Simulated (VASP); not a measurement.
Output of a VASP run:

**OSZICAR**
```
...
RMM:   4    -0.547644370416E+03   -0.24645E-04   -0.32064E-04   683   0.409E-02    0.204E-02
RMM:   5    -0.547644372952E+03   -0.25357E-05   -0.53991E-05   495   0.173E-02
  10 F= -.54764437E+03 E0= -.54764435E+03  d E =-.296801E-02  mag=     1.0000
       N       E                     dE             d eps       ncg     rms          rms(c)
DAV:   1    -0.547644375450E+03   -0.50334E-05   -0.54033E-05   664   0.190E-02    0.468E-03
RMM:   2    -0.547644375455E+03   -0.54151E-08   -0.26880E-06   372   0.442E-03    0.269E-03
RMM:   3    -0.547644375481E+03   -0.26101E-07   -0.45656E-07   224   0.201E-03    0.162E-03
RMM:   4    -0.547644375486E+03   -0.49531E-08   -0.47361E-08   123   0.153E-03
  11 F= -.54764438E+03 E0= -.54764436E+03  d E =-.297054E-02  mag=     1.0000
       N       E                     dE             d eps       ncg     rms          rms(c)
DAV:   1    -0.547645033147E+03   -0.65767E-03   -0.20086E-01   696   0.124E+00    0.987E-02
RMM:   2    -0.547645252321E+03   -0.21917E-03   -0.35310E-03   652   0.164E-01    0.550E-02
RMM:   3    -0.547645268375E+03   -0.16054E-04   -0.72018E-04   661   0.638E-02    0.221E-02
RMM:   4    -0.547645278424E+03   -0.10049E-04   -0.12244E-04   687   0.249E-02    0.127E-02
RMM:   5    -0.547645279125E+03   -0.70113E-06   -0.18287E-05   405   0.103E-02
  12 F= -.54764528E+03 E0= -.54764526E+03  d E =-.903639E-03  mag=     1.0000
       N       E                     dE             d eps       ncg     rms          rms(c)
DAV:   1    -0.547645282188E+03   -0.37643E-05   -0.10305E-03   760   0.898E-02    0.726E-03
RMM:   2    -0.547645283222E+03   -0.10342E-05   -0.16555E-05   389   0.113E-02    0.411E-03
RMM:   3    -0.547645283100E+03    0.12208E-06   -0.23033E-06   366   0.399E-03    0.180E-03
RMM:   4    -0.547645283100E+03    0.15098E-09   -0.29295E-07   143   0.163E-03
  13 F= -.54764528E+03 E0= -.54764526E+03  d E =-.907614E-03  mag=     1.0000
       N       E                     dE             d eps       ncg     rms          rms(c)
DAV:   1    -0.547645587214E+03   -0.30411E-03   -0.92172E-02   680   0.836E-01    0.713E-02
RMM:   2    -0.547645686475E+03   -0.99262E-04   -0.17520E-03   652   0.116E-01    0.397E-02
RMM:   3    -0.547645688654E+03   -0.21790E-05   -0.36706E-04   661   0.451E-02    0.152E-02
RMM:   4    -0.547645693381E+03   -0.47263E-05   -0.58052E-05   525   0.176E-02
  14 F= -.54764569E+03 E0= -.54764567E+03  d E =-.410281E-03  mag=     1.0000
       N       E                     dE             d eps       ncg     rms          rms(c)
DAV:   1    -0.547645693420E+03   -0.47661E-05   -0.61320E-05   704   0.223E-02    0.409E-03
RMM:   2    -0.547645693666E+03   -0.24601E-06   -0.24562E-06   370   0.451E-03    0.238E-03
RMM:   3    -0.547645693676E+03   -0.92277E-08   -0.90202E-08   149   0.156E-03    0.136E-03
RMM:   4    -0.547645693667E+03    0.85456E-08   -0.14861E-09   106   0.137E-03
  15 F= -.54764569E+03 E0= -.54764567E+03  d E =-.410567E-03  mag=     1.0000
       N       E                     dE             d eps       ncg     rms          rms(c)
DAV:   1    -0.547645810251E+03   -0.11658E-03   -0.22818E-02   680   0.416E-01    0.337E-02
RMM:   2    -0.547645835262E+03   -0.25011E-04   -0.42920E-04   652   0.557E-02    0.190E-02
RMM:   3    -0.547645837363E+03   -0.21009E-05   -0.93042E-05   625   0.216E-02    0.703E-03
RMM:   4    -0.547645838470E+03   -0.11071E-05   -0.12824E-05   401   0.836E-03
  16 F= -.54764584E+03 E0= -.54764582E+03  d E =-.144803E-03  mag=     1.0000
```

### OUTCAR
```
------------------------ aborting loop because EDIFF is reached ----------------------------------------
  FORCE on cell =-STRESS in cart. coord.  units (eV):
  Direction    XX          YY          ZZ          XY          YZ          ZX
  --------------------------------------------------------------------------------------
  Total       36.3310159     36.2990094     36.2936439     -0.0227382      0.0304967     -0.0354350
  in kB      159.4769327    159.3364384    159.3128862     -0.0998106      0.1338670     -0.1555439
  external PRESSURE =     159.3754191 kB  Pullay stress =       0.0000000 kB
  volume of cell :      365.00
      direct lattice vectors                 reciprocal lattice vectors
     7.146555159  0.000000000  0.000000000     0.139927556  0.000000000  0.000000000
     0.000000000  7.146555159  0.000000000     0.000000000  0.139927556  0.000000000
     0.000000000  0.000000000  7.146555159     0.000000000  0.000000000  0.139927556
 POSITION                                       TOTAL-FORCE (eV/Angst)
 -----------------------------------------------------------------------------------
      3.57386      7.14204      7.14277         0.005655     -0.002231      0.002576
      4.47806      0.87336      0.87452         0.002646      0.005035     -0.004622
      5.35613      1.77786      7.14293        -0.001176     -0.006586     -0.000790
      6.24541      2.67264      0.89646         0.003172     -0.003272     -0.003182
      5.35625      7.14189      1.77902         0.002804     -0.005527     -0.006211
      6.24560      0.89550      2.67351         0.001264      0.003646     -0.000319
      7.13413      7.14523      7.14633         0.002918     -0.002168     -0.004237
      0.88850      0.88919      0.89027        -0.002018     -0.001961     -0.007676
      1.78877      1.77923      7.13301        -0.002355      0.004910      0.005681
      2.67955      2.67199      0.85891        -0.001231      0.006403     -0.010549
      3.57248      3.56294      7.13315        -0.003563     -0.000383      0.000034
      4.46284      4.46352      0.89005         0.004720      0.001865     -0.000712
      5.35309      5.36422      7.14628        -0.000500      0.001106     -0.002685
      6.24519      6.25312      0.88873        -0.002848      0.004849      0.000139
      1.78893      7.13226      1.78043        -0.004170     -0.004832      0.002187
      2.67975      0.85735      2.67319        -0.000802      0.003411      0.004191
      3.55052      1.80125      1.80222        -0.012352      0.003154      0.009069
      4.49507      2.67205      2.67285        -0.011390      0.002342      0.004895
      5.36656      3.56300      1.78031        -0.003816      0.002267      0.002598
      6.25399      4.46760      2.68036         0.002989      0.000491      0.003059
      3.57245      7.13183      3.56411        -0.003137     -0.002459      0.000328
      4.46282      0.88906      4.46425         0.000212      0.004549      0.006767
      5.36652      1.77945      3.56373         0.001850     -0.002082      0.005323
      6.25393      2.67903      4.46851         0.002049      0.004233      0.000754
      5.35298      7.14563      5.36494         0.001092     -0.009588      0.006250
      6.24499      0.88778      6.25407         0.003399     -0.002743      0.005412
      7.14408      3.57646      7.13410        -0.000094     -0.001139      0.005132
      0.87393      4.47764      0.87314        -0.001904      0.004844     -0.009577
      1.77519      5.35435      7.13455         0.003877     -0.004531     -0.004165
      2.67935      6.25310      0.89642         0.001298     -0.006400      0.000748
      7.12387      1.77984      1.78068         0.002646     -0.000738      0.002123
      0.87353      2.67975      2.68029         0.002093      0.000326      0.005275
      1.79786      3.55365      1.80736         0.000084     -0.003081      0.005939
      2.67176      4.47820      2.68007         0.006048     -0.001153      0.009197
      3.57216      5.37433      1.78053        -0.005303     -0.000478      0.002805
      4.45618      6.25287      2.67332        -0.001409     -0.004633      0.002079
      7.14431      7.13337      3.57750         0.000431     -0.001950     -0.001658
      0.87401      0.87172      4.47905        -0.005556     -0.002631     -0.003286
      1.79907      1.80758      3.55381        -0.006161     -0.003653     -0.002667
      2.67197      2.67970      4.47956         0.003694     -0.002047     -0.001565
      3.54395      3.55218      3.55321         0.002374      0.006600      0.000208
      4.48040      4.47778      4.47896        -0.004123      0.003698      0.002062
      5.36514      5.35395      3.57765        -0.001039      0.000756     -0.002504
      6.25334      6.24494      4.45303         0.001201     -0.001487      0.005421
      1.77522      7.13301      5.35532         0.001063      0.002515     -0.003535
      2.67927      0.89534      6.25379         0.005031      0.002040     -0.000420
      3.57192      1.77958      5.37520         0.001504      0.001150     -0.000034
      4.45602      2.67198      6.25392         0.000189      0.004588      0.000225
      5.36510      3.57618      5.35505        -0.001197      0.007245     -0.004019
      6.25313      4.45218      6.24564         0.004685      0.001459      0.003557
      7.14452      5.35387      1.78559        -0.003087     -0.003477      0.001490
      0.88427      6.24425      2.68041         0.001318      0.001866      0.000021
      7.13187      3.57017      3.57133        -0.000374      0.000442     -0.006375
      0.88908      4.46288      4.46388         0.001641     -0.003341     -0.000721
      1.78185      5.36641      3.57106        -0.007170      0.005426     -0.004786
      2.67275      6.24417      4.46864         0.002139      0.003489     -0.000003
...
```
(Selected blocks of OUTCAR.)

**POSCAR**
```
C64H
1
    7.1465551590    -0.0000000000    -0.0000000000
   -0.0000000000     7.1465551590     0.0000000000
    0.0000000000     0.0000000000     7.1465551590
C H
64 1
Direct
  0.5000000000   0.0000000000   0.0000000000
  0.6195680000   0.1265530000   0.1221460000
  0.7500000000   0.2500000000   0.0000000000
  0.8750000000   0.3750000000   0.1250000000
  0.7500000000   0.0000000000   0.2500000000
  0.8750000000   0.1250000000   0.3750000000
  0.0000000000   0.0000000000   0.0000000000
  0.1212100000   0.1254190000   0.1276900000
  0.2470560000   0.2442540000   0.0068070000
  0.3788290000   0.3756840000   0.1202100000
  0.5035110000   0.5003460000   0.0042870000
  0.6280360000   0.6182140000   0.1251850000
  0.7500000000   0.7500000000   0.0000000000
  0.8750000000   0.8750000000   0.1250000000
  0.2448970000   0.9976200000   0.2453790000
  0.3797720000   0.1264790000   0.3743740000
  0.5028370000   0.2568930000   0.2519160000
  0.6182480000   0.3699480000   0.3770370000
  0.7430570000   0.4940040000   0.2509570000
  0.8750000000   0.6250000000   0.3750000000
  0.5033140000   0.0069690000   0.4933320000
  0.6319340000   0.1193940000   0.6291590000
  0.7440400000   0.2469460000   0.4941930000
  0.8750000000   0.3750000000   0.6250000000
  0.7500000000   0.0000000000   0.7500000000
  0.8750000000   0.1250000000   0.8750000000
  0.0000000000   0.5000000000   0.0000000000
  0.1238540000   0.6182100000   0.1232400000
  0.2500000000   0.7500000000   0.0000000000
  0.3750000000   0.8750000000   0.1250000000
  0.0010470000   0.2461910000   0.2501690000
  0.1259430000   0.3751500000   0.3750940000
  0.2494310000   0.5006130000   0.2510730000
  0.3684860000   0.6207720000   0.3716760000
  0.5020850000   0.7566970000   0.2530340000
  0.6250000000   0.8750000000   0.3750000000
  0.0000000000   0.0000000000   0.5000000000
  0.1197860000   0.1304080000   0.6194960000
  0.2433080000   0.2445530000   0.4964300000
  0.3799700000   0.3681400000   0.6197380000
  0.4970680000   0.5005590000   0.4945920000
  0.6290040000   0.6208220000   0.6241900000
  0.7500000000   0.7500000000   0.5000000000
  0.8750000000   0.8750000000   0.6250000000
  0.2500000000   0.0000000000   0.7500000000
  0.3750000000   0.1250000000   0.8750000000
  0.5056380000   0.2502740000   0.7561250000
  0.6250000000   0.3750000000   0.8750000000
  0.7500000000   0.5000000000   0.7500000000
  0.8750000000   0.6250000000   0.8750000000
  0.0000000000   0.7500000000   0.2500000000
  0.1250000000   0.8750000000   0.3750000000
  0.9993370000   0.4949080000   0.4936770000
  0.1182320000   0.6308750000   0.6214280000
  0.2460520000   0.7482460000   0.4990760000
  0.3750000000   0.8750000000   0.6250000000
  0.0000000000   0.2500000000   0.7500000000
  0.1250000000   0.3750000000   0.8750000000
  0.2436700000   0.4971000000   0.7436520000
  0.3750000000   0.6250000000   0.8750000000
  0.5000000000   0.7500000000   0.7500000000
  0.6250000000   0.8750000000   0.8750000000
  0.0000000000   0.7500000000   0.7500000000
  0.1250000000   0.8750000000   0.8750000000
  0.3719470000   0.3724720000   0.3787330000
```

### Question
Reconstruct the remaining input files.

### Answer
This is not unique; one that fits is the input of the run itself, PBE GGA, plane waves, VASP's PBE PAW potentials (set 64).

File KPOINTS:
```
Automatic mesh
0
Gamma
  1 1 1
```

### INCAR
```
! general
SYSTEM  = C64H
PREC    = Normal
ENCUT   = 400   ! plane-wave cut-off (eV)
LREAL   = Auto
LASPH   = .TRUE.   ! aspherical one-centre terms
ISYM    = 0
NELECT  = 259.0

! electronic loop
EDIFF   = 1E-5   ! SCF stop (eV)
NELM    = 100   ! most electronic steps
NELMIN  = 4
ALGO    = Fast

! smearing
ISMEAR  = 0   ! Gaussian
SIGMA   = 0.05

! functional
GGA     = PE   ! PBE

! spin
ISPIN   = 2   ! spin-polarised
MAGMOM  = 65*0.0154
NUPDOWN = 1

! ions
IBRION  = 2
NSW     = 60
ISIF    = 2
EDIFFG  = -0.03

! output
LWAVE   = .FALSE.
LCHARG  = .FALSE.
LORBIT  = 10
```

POTCAR, in this order: C H (PBE.64 set). Program: vasp_gam.

At this cut-off the stress carries a Pulay error, which pulls relaxed volumes low. The cell is charged, with a uniform compensating background. The supercell is sampled at Γ alone, which is coarse: total energies, pressure and levels can be off, energies of defects by several tenths of an eV.

The cell is a supercell with a defect, built from C (diamond): H_i, charge -2.
